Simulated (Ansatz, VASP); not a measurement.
# Mg (Magnesium): VASP beside Ansatz, part 2 of 2

One calculation is typed for both programs; each brings its own data sets. How far apart do they land? Of the first pair: The structure shown is the end of the Ansatz relaxation below.

VASP 6.6.1 and Ansatz 0.2.0.

So far. Step 3 (VASP: single point, LDA): The run ends at a pressure of -1.02 GPa.

## 6. VASP: zone-centre phonons, LDA, pair 2

Level of this step: LDA; plane waves and PAW (Mg) (VASP).

The same cell, functional (in two slightly different forms), mesh and smearing now go to VASP, with its own data sets.

INCAR

```
SYSTEM = Mg
PREC = Accurate
ENCUT = 600
EDIFF = 1E-08
NELM = 120
ISMEAR = 1
SIGMA = 0.2
LREAL = .FALSE.
ALGO = Normal
GGA = CA
NBANDS = 8
LORBIT = 11
LWAVE = .FALSE.
LCHARG = .FALSE.
ISIF = 2
IBRION = 8
LASPH = .TRUE.
GGA_COMPAT = .FALSE.
KPAR = 2
```

POSCAR

```
Mg
1.0
    3.0227373786      0.0000000000      0.0000000000
   -1.5113686893      2.6177673588      0.0000000000
    0.0000000000      0.0000000000      5.1831149310
Mg
2
Direct
    0.3333333333      0.6666666667      0.2500000000
    0.6666666667      0.3333333333      0.7500000000
```

KPOINTS

```
Automatic mesh
0
Gamma
15 15 8
0 0 0
```

Potentials, in the order of the species: Mg (LDA family, release 64).

Started as:

```bash
mpirun -np 2 vasp_std
```

Numbers of over 12 decimals in the logs are rounded to 6 here.

What it wrote:

```text
[... set-up lines as in an earlier step ...]
 entering main loop
       N       E                     dE             d eps       ncg     rms          rms(c)
DAV:   1    -0.732314979629E+00   -0.73231E+00   -0.14432E+03  2160   0.401E+02
DAV:   2    -0.359291112555E+01   -0.28606E+01   -0.27546E+01  2920   0.246E+01
DAV:   3    -0.360810707313E+01   -0.15196E-01   -0.15147E-01  2888   0.228E+00
DAV:   4    -0.360814310750E+01   -0.36034E-04   -0.36031E-04  3056   0.929E-02
[...]
DAV:   9    -0.358662767555E+01    0.97213E-06   -0.74826E-07  2504   0.471E-03    0.574E-04
DAV:  10    -0.358662764187E+01    0.33687E-07   -0.40666E-09  3120   0.442E-04    0.119E-04
DAV:  11    -0.358662764184E+01    0.26091E-10   -0.11648E-10  1544   0.870E-05
   1 F= -.35866276E+01 E0= -.35858232E+01  d E =-.241341E-02
 Linear response reoptimize wavefunctions to high precision
DAV:   1    -0.358662764184E+01   -0.23448E-11   -0.70969E-12  2224   0.140E-05
 Linear response DOF=           2
 Linear response progress:
  Degree of freedom:   1/  2
[...]
RMM:   8    -0.144067473751E-02    0.35285E-08    0.95592E-11 13491   0.182E-06    0.176E-07
 first order change of Fermi-energy   0.58340E-06
 force on displaced ion       1 direction 1 :  -0.687  -0.000   0.000
 Linear response progress:
  Degree of freedom:   2/  2
       N       E                     dE             d eps       ncg     rms          rms(c)
RMM:   1    -0.143343606121E-01   -0.14334E-01   -0.76089E-02  6933   0.322E-01
RMM:   2    -0.460884873840E-02    0.97255E-02   -0.13434E-03  4731   0.421E-02    0.316E-02
RMM:   3    -0.445538134374E-02    0.15347E-03   -0.88945E-05  4773   0.133E-02    0.135E-02
RMM:   4    -0.447742988262E-02   -0.22049E-04   -0.20181E-05  4887   0.638E-03    0.517E-03
RMM:   5    -0.447649683766E-02    0.93304E-06   -0.43578E-06  4953   0.275E-03    0.251E-04
RMM:   6    -0.447654638388E-02   -0.49546E-07   -0.23940E-07  4998   0.254E-04    0.143E-04
RMM:   7    -0.447672880391E-02   -0.18242E-06   -0.14183E-07  5082   0.777E-05    0.711E-06
RMM:   8    -0.447675400583E-02   -0.25202E-07   -0.19410E-08  5185   0.100E-05    0.276E-06
RMM:   9    -0.447674406848E-02    0.99373E-08    0.28622E-09  4936   0.212E-06    0.919E-07
 first order change of Fermi-energy  -0.69435E-05
 force on displaced ion       1 direction 3 :   0.000  -0.000  -2.912
 Linear response finished
```

From OUTCAR (step 6):

```text
  Total        0.8868752      0.8868752     -0.0909052      0.0000000      0.0000000      0.0000000
  in kB       34.6458170     34.6458170     -3.5512152      0.0000000      0.0000000      0.0000000
  external PRESSURE =      21.9134729 kB  Pullay stress =       0.0000000 kB

 POSITION                                       TOTAL-FORCE (eV/Angst)
 -----------------------------------------------------------------------------------
     -0.00000      1.74518      1.29578         0.000000     -0.000000      0.000000
      1.51137      0.87259      3.88734        -0.000000      0.000000      0.000000
 -----------------------------------------------------------------------------------
    total drift:                                0.000000     -0.000000      0.000000

[... 1 part as in an earlier step ...]

[... 1 further part left out ...]
```

## 7. Comparison

What differs besides the data sets and the points named for the pairs above, as far as they apply: the data sets hold 20 valence electrons in Ansatz (on its PAW soft_1 files) and 4 in VASP. Total energies have different zeros and are not compared.

Compared:

| quantity | Ansatz | VASP | difference |
| --- | --- | --- | --- |
| optical mode 1 to 2 (cm⁻¹) | 123.5 | 124.0 | -0.44 % |
| optical mode 3 (cm⁻¹) | 254.3 | 255.3 | -0.38 % |

Modes are paired by rising frequency, not by their patterns, so a pair may set unlike modes beside each other; they are those without the splitting of longitudinal modes.

## 8. Ansatz: zone-centre phonons, LDA, pair 3

Second derivatives magnify differences that forces hide, and they need a tight electronic threshold. The cell compared in this pair holds 41.49 Å³, against 41.01 Å³ for the pair before.

The cell is taken from a series of runs on this material, whose earlier steps may have relaxed, scaled, displaced or heated it; both programs get it as it stands.

input.yaml

```yaml
crystal:
  lattice:
    - [3.0542242263, 0.0, 0.0]
    - [-1.5271121131, 2.6450357688, 0.0]
    - [0.0, 0.0, 5.1358775169]
  atoms:
    - { symbol: Mg, position: [0.3333333333, 0.6666666667, 0.25] }
    - { symbol: Mg, position: [0.6666666667, 0.3333333333, 0.75] }
kpoints:
  mp_grid: { grid: [15, 15, 8] }
hamiltonian:
  xc: lda
  pseudopotentials: { kind: paw, azcp: { folder: soft_1 }, xc_functional: pbe }
scf:
  occupations: { method: methfessel_paxton, width: 0.2 }
output:
  eigenvalues: true
phonons:
  method: dfpt
```

Started as:

```bash
ansatz run input.yaml --threads 4 --pin off --max-ram 10240MiB --backend cpu --events-out ev --progress --plain --runs-dir out
```

What it wrote:

```text
[...]
Crystal: 2 atoms, lattice volume = 41.490 Å³
Basis set: ecut = 420 eV, 785 PW (Γ), exchange–correlation on 48×48×72 points (8 copies of the dense FFT grid, shifted against one another)
Bands: 14, of which v1, the nominal top of the filled ones, is band 10 counted from 1 (9 counted from 0)
Symmetry: 24 space group operations
k-points: 320 of 1800 (irreducible under 4 space group operations, time reversal used)
[...]
k-point 1: bands = [... 6 lower, -36.3275, -36.3275, -0.9978, 3.1847, 5.9109, 17.1056, 18.1999, 18.1999]
  k-point 2: bands = [... 6 lower, -36.3282, -36.3282, -0.7295, 2.0753, 7.4763, 15.0739, 18.3822, 18.3822]
  k-point 319: bands = [... 6 lower, -36.3410, -36.3410, 3.7420, 3.7420, 8.9989, 8.9989, 10.6247, 10.6247]
[...]
ASR residual: 6.724e-5 → 0.000e0 eV/Å²; symmetrization residual: 1.582e-10 eV/Å²
  ASR residual per site (eV/Å²): 6.72e-5 6.72e-5
  Γ frequencies (cm⁻¹): 0.00 0.00 0.00 126.68 126.68 257.21
[...]
[key lines of the parts left out:]
SCF converged after 8 iterations
Free energy (F): -3803.186901 eV
Fermi energy:    6.266041 eV
```

## 9. VASP: zone-centre phonons, LDA, pair 3

The same cell, functional (in two slightly different forms), mesh and smearing now go to VASP, with its own data sets.

INCAR is that of step 6.

POSCAR

```
Mg
1.0
    3.0542242263      0.0000000000      0.0000000000
   -1.5271121131      2.6450357688      0.0000000000
    0.0000000000      0.0000000000      5.1358775169
Mg
2
Direct
    0.3333333333      0.6666666667      0.2500000000
    0.6666666667      0.3333333333      0.7500000000
```

KPOINTS is that of step 6.

Started as:

```bash
mpirun -np 2 vasp_std
```

What it wrote:

```text
[... set-up lines as in an earlier step ...]
 entering main loop
       N       E                     dE             d eps       ncg     rms          rms(c)
DAV:   1    -0.728523078202E+00   -0.72852E+00   -0.14842E+03  2160   0.404E+02
DAV:   2    -0.360927949462E+01   -0.28808E+01   -0.28063E+01  2960   0.246E+01
DAV:   3    -0.362460017003E+01   -0.15321E-01   -0.15254E-01  2928   0.226E+00
DAV:   4    -0.362463167221E+01   -0.31502E-04   -0.31501E-04  3040   0.848E-02
[...]
DAV:   9    -0.360315658030E+01    0.10128E-05   -0.74425E-07  2544   0.464E-03    0.578E-04
DAV:  10    -0.360315655206E+01    0.28247E-07   -0.34583E-09  3104   0.414E-04    0.113E-04
DAV:  11    -0.360315655227E+01   -0.21184E-09   -0.97384E-11  1520   0.810E-05
   1 F= -.36031566E+01 E0= -.36028324E+01  d E =-.972492E-03
 Linear response reoptimize wavefunctions to high precision
DAV:   1    -0.360315655227E+01   -0.11227E-11   -0.55339E-12  2144   0.128E-05
 Linear response DOF=           2
 Linear response progress:
  Degree of freedom:   1/  2
[...]
RMM:   8    -0.141403828644E-02    0.35485E-08    0.22988E-10 13430   0.169E-06    0.203E-07
 first order change of Fermi-energy   0.37154E-06
 force on displaced ion       1 direction 1 :  -0.723   0.000   0.000
 Linear response progress:
  Degree of freedom:   2/  2
       N       E                     dE             d eps       ncg     rms          rms(c)
RMM:   1    -0.493305652741E-02   -0.49331E-02    0.12259E-02  6825   0.306E-01
RMM:   2    -0.437496293972E-02    0.55809E-03    0.82330E-05  4736   0.393E-02    0.318E-02
RMM:   3    -0.435843306830E-02    0.16530E-04   -0.42330E-06  4777   0.133E-02    0.137E-02
RMM:   4    -0.438894437265E-02   -0.30511E-04   -0.21067E-06  4872   0.651E-03    0.521E-03
RMM:   5    -0.438963588555E-02   -0.69151E-06   -0.31248E-07  4929   0.274E-03    0.249E-04
RMM:   6    -0.439006058971E-02   -0.42470E-06    0.14293E-07  4974   0.254E-04    0.142E-04
RMM:   7    -0.439024548418E-02   -0.18489E-06   -0.13826E-08  5052   0.777E-05    0.715E-06
RMM:   8    -0.439028348406E-02   -0.38000E-07    0.10317E-09  5161   0.994E-06    0.282E-06
RMM:   9    -0.439027428294E-02    0.92011E-08   -0.23248E-09  4892   0.213E-06    0.876E-07
 first order change of Fermi-energy  -0.71010E-05
 force on displaced ion       1 direction 3 :  -0.000  -0.000  -2.973
 Linear response finished
```

Parts of OUTCAR (step 9):

```text
  Total        0.6269645      0.6269645     -0.0877581      0.0000000     -0.0000000      0.0000000
  in kB       24.2106459     24.2106459     -3.3888375      0.0000000     -0.0000000      0.0000000
  external PRESSURE =      15.0108181 kB  Pullay stress =       0.0000000 kB

 POSITION                                       TOTAL-FORCE (eV/Angst)
 -----------------------------------------------------------------------------------
     -0.00000      1.76336      1.28397         0.000000      0.000000      0.000000
      1.52711      0.88168      3.85191        -0.000000      0.000000      0.000000
 -----------------------------------------------------------------------------------
    total drift:                               -0.000000      0.000000     -0.000000

[... 1 part as in an earlier step ...]

[... 1 further part left out ...]
```

## 10. Side by side

What differs besides the data sets and the points named for the pairs above, as far as they apply: the data sets hold 20 valence electrons in Ansatz (on its PAW soft_1 files) and 4 in VASP. Total energies have different zeros and are not compared.

The two programs side by side:

| quantity | Ansatz | VASP | difference |
| --- | --- | --- | --- |
| optical mode 1 to 2 (cm⁻¹) | 126.7 | 127.2 | -0.40 % |
| optical mode 3 (cm⁻¹) | 257.2 | 257.9 | -0.28 % |

Modes are paired by rising frequency, not by their patterns, so a pair may set unlike modes beside each other; they are those without the splitting of longitudinal modes.

## 11. Results

- difference in pressure (single point, LDA): 0.33 GPa
- r.m.s. difference of the optical zone-centre modes, each program's sorted by frequency (zone-centre phonons, LDA, pair 2): 0.72 cm⁻¹
- r.m.s. difference of the optical zone-centre modes, each program's sorted by frequency (zone-centre phonons, LDA, pair 3): 0.58 cm⁻¹

The difference in pressure is 0.33 GPa (single point, LDA), within the 1 GPa picked in this series as the mark of a large difference. The data sets hold unlike numbers of valence electrons (20 in Ansatz and 4 in VASP), so part of the differences comes from the potentials. Such differences can come from data sets, numerical settings and the points named under the comparisons, not from the functional's error against experiment.

[Lines on the potential files, build, host, timing and source positions are cut from VASP's logs without a mark.]

[Logs are printed without paths, hosts, clocks, repeated set-up lines and the standing remarks that a program may print on its own settings, such as how far it seeks lower states.]

[Hosts, paths, dates, database ids (printed as entryN), source tags and the programs' standing remarks are cut or masked in the printed files.]
